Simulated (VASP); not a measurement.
A run of VASP 6.6.1 is set up as follows.

Contents of INCAR:

```
  PREC = Accurate
  ENCUT = 600
  EDIFF = 1E-6
  ISMEAR = 0
  SIGMA = 0.1
  LREAL = F
  LASPH = T
  NELM = 60
  ALGO = Normal
  ISIF = 3
  LWAVE = F
  LCHARG = F
  GGA = PE
  IBRION = 2
  NSW = 90
  EDIFFG = -0.04
```

The input KPOINTS:

```
regular mesh
0
Gamma
  4 4 4
```

Contents of POSCAR:

```
LuNb4
1.0
   -2.7839135200      2.7839135200      2.7839135200
    2.7839135200     -2.7839135200      2.7839135200
    2.7839135200      2.7839135200     -2.7839135200
Lu Nb
1 4
Direct
    0.0000000000      0.0000000000      0.0000000000
    0.0000000000      0.0000000000      0.5000000000
    0.0000000000      0.5000000000      0.0000000000
    0.5000000000      0.0000000000      0.0000000000
    0.5000000000      0.5000000000      0.5000000000
```

Potentials or basis: VASP PAW PBE potentials, release 64 (Lu, Nb_sv).

Command:

```bash
$ cat potpaw_PBE.64/Lu/POTCAR potpaw_PBE.64/Nb_sv/POTCAR > POTCAR
$ mpirun -np 1 vasp_std > vasp.out
```

(1) Estimate the space group after relaxing (to 0.05 Å).

(2) Predict the band gap on the k mesh.

Results:

(1) Im-3m (No. 229).

(2) none (metal or under the smearing width).

Caveat: the k mesh is coarse (spacing up to 0.40 Å⁻¹), so the values aren't converged.
